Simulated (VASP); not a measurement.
Method: PBEsol GGA, VASP's PBE PAW potentials (set 64) (plane waves; VASP 6.6.1).

Input for VASP

### POSCAR
```
KAg2AsO4
1
   -3.0037450000     3.0037450000     3.6043250000
    3.0037450000    -3.0037450000     3.6043250000
    3.0037450000     3.0037450000    -3.6043250000
K Ag As O
1 2 1 4
Direct
  0.5000000000   0.5000000000   0.0000000000
  0.7500000000   0.2500000000   0.5000000000
  0.2500000000   0.7500000000   0.5000000000
  0.0000000000   0.0000000000   0.0000000000
  0.6944300000   0.0304300000   0.0000000000
  0.9695700000   0.9695700000   0.6640000000
  0.0304300000   0.6944300000   0.0000000000
  0.3055700000   0.3055700000   0.3360000000
```

**INCAR**
```
SYSTEM  =  KAg2AsO4
PREC  =  Accurate; ENCUT  =  400; LREAL  =  F
LASPH  =  T
EDIFF  =  1E-6; NELM  =  100; ALGO  =  Normal
LMAXMIX  =  4
ISMEAR  =  -1; SIGMA  =  0.02
GGA  =  PS
ISIF  =  2
LWAVE  =  F; LCHARG  =  F
```

KPOINTS:
```
Automatic mesh
0
Gamma
5 5 5
0 0 0
```

POTCAR, in this order: K_sv Ag As O (PBE.64 set). Program: vasp_std.

At this cut-off the stress carries a Pulay error, which pulls relaxed volumes low.

Question: Predict the energy per atom (σ→0), pressure, largest force.

Answer: 
```json
{
 "energy per atom (σ→0)": "-5.197 eV/atom",
 "pressure": "-7.48 GPa",
 "largest_force": "0.085 eV/Å"
}
```

OSZICAR:
```
...
DAV:   8    -0.415979166501E+02    0.65490E-01   -0.52669E-01  1464   0.415E+00    0.139E+00
DAV:   9    -0.415741792409E+02    0.23737E-01   -0.85186E-02  1656   0.189E+00    0.234E-01
DAV:  10    -0.415754003032E+02   -0.12211E-02   -0.12220E-02  1460   0.654E-01    0.140E-01
DAV:  11    -0.415755805819E+02   -0.18028E-03   -0.65987E-04  1884   0.161E-01    0.550E-02
DAV:  12    -0.415756318478E+02   -0.51266E-04   -0.11604E-04  1656   0.102E-01    0.155E-02
DAV:  13    -0.415756317594E+02    0.88388E-07   -0.15473E-05  1548   0.246E-02    0.854E-03
DAV:  14    -0.415756327034E+02   -0.94396E-06   -0.33547E-06  1176   0.140E-02
   1 F= -.41575633E+02 E0= -.41575556E+02  d E =-.153999E-03
```

The structure comes from a computed database's KAg2AsO4 entry (I-42m); how it stands against other phases isn't given here. The cell was not relaxed at this level.
